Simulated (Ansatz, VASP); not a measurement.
**One calculation of TiGeB4, two programs**

Contents of INCAR:

```
SYSTEM = TiGeB4
PREC     = Accurate       ! precision mode
ENCUT    = 600            ! plane-wave cutoff, eV
EDIFF    = 1E-6           ! SCF threshold, eV
ISMEAR   = 0              ! smearing method
SIGMA    = 0.1            ! smearing width, eV
LREAL    = .FALSE.        ! projectors in reciprocal space
LASPH    = .TRUE.         ! aspherical terms in the spheres
NELM     = 60             ! most SCF steps
ALGO     = Normal         ! electronic algorithm
ISIF     = 3              ! what is computed and relaxed
LWAVE    = .FALSE.        ! write WAVECAR
LCHARG   = .FALSE.        ! write CHGCAR
GGA      = CA             ! functional
IBRION   = 2              ! ionic algorithm
NSW      = 100            ! ionic steps
EDIFFG   = -0.05          ! ionic threshold
```

File KPOINTS:

```
regular mesh
0
G
  9 9 4
  0 0 0
```

POSCAR

```
TiGeB4
1.0
    2.8940345470      0.0000000000      0.0000000000
   -1.4470172735      2.5063074372      0.0000000000
    0.0000000000      0.0000000000      6.3489592500
Ti Ge B
1 1 4
Direct
    0.0000000000      0.0000000000      0.0000000000
    0.0000000000      0.0000000000      0.5000000000
    0.3333333333      0.6666666667      0.7664294100
    0.3333333333      0.6666666667      0.2335705900
    0.6666666667      0.3333333333      0.7664294100
    0.6666666667      0.3333333333      0.2335705900
```

Input for Ansatz:

```yaml
crystal:
  lattice:
    - [2.894034547, 0.0, 0.0]
    - [-1.4470172735, 2.5063074372, 0.0]
    - [0.0, 0.0, 6.34895925]
  atoms:
    - { symbol: Ti, position: [0.0, 0.0, 0.0] }
    - { symbol: Ge, position: [0.0, 0.0, 0.5] }
    - { symbol: B, position: [0.3333333333, 0.6666666667, 0.76642941] }
    - { symbol: B, position: [0.3333333333, 0.6666666667, 0.23357059] }
    - { symbol: B, position: [0.6666666667, 0.3333333333, 0.76642941] }
    - { symbol: B, position: [0.6666666667, 0.3333333333, 0.23357059] }
basis:
  ecutwfc: 420
kpoints:
  mp_grid: { grid: [9, 9, 4] }
hamiltonian:
  xc: lda
scf:
  occupations: { method: gaussian, width: 0.1 }
output:
  forces: true
  stress: true
  eigenvalues: true
relax:
  adjacent_minimum: "off"
  f_tol: 0.05
  max_steps: 80
  cell: { stress_tol: 0.5 }
```

The cell comes from a database or a generator and needn't be the stable form of this composition.

Alike in both runs: task relaxation of cell and atoms; functional LDA; k mesh 9 × 9 × 4; occupations gaussian, width 0.1 eV; no spin polarisation.

|  | VASP | Ansatz |
| --- | --- | --- |
| version | VASP 6.6.1 | Ansatz 0.2.0 |
| potentials or method | VASP PAW LDA potentials, release 64 (Ti_sv, Ge_d, B) | scalar-relativistic, plane waves, PAW |
| plane-wave cutoff (eV) | 600 | 420 |
| valence electrons in the cell | 38 | 38 |

|  | VASP | Ansatz | Ansatz less VASP |
| --- | --- | --- | --- |
| gap on the k mesh at the Fermi level, each at its own relaxed structure (eV) | none | none | - |
| relaxed volume (Å³/atom) | 9.22 | 9.21 | -0.013 |
| relaxed cell length with the largest relative difference (Å) | 7.054 | 7.065 | +0.0107 |
| energy change over the relaxation (meV/atom) | -212 | -208 | +4.1 |

A gap of «none» marks a metal or a gap that the smearing closes.

Caveats: the volume moved by over 15 % at a fixed basis, so the end points are rough (VASP).
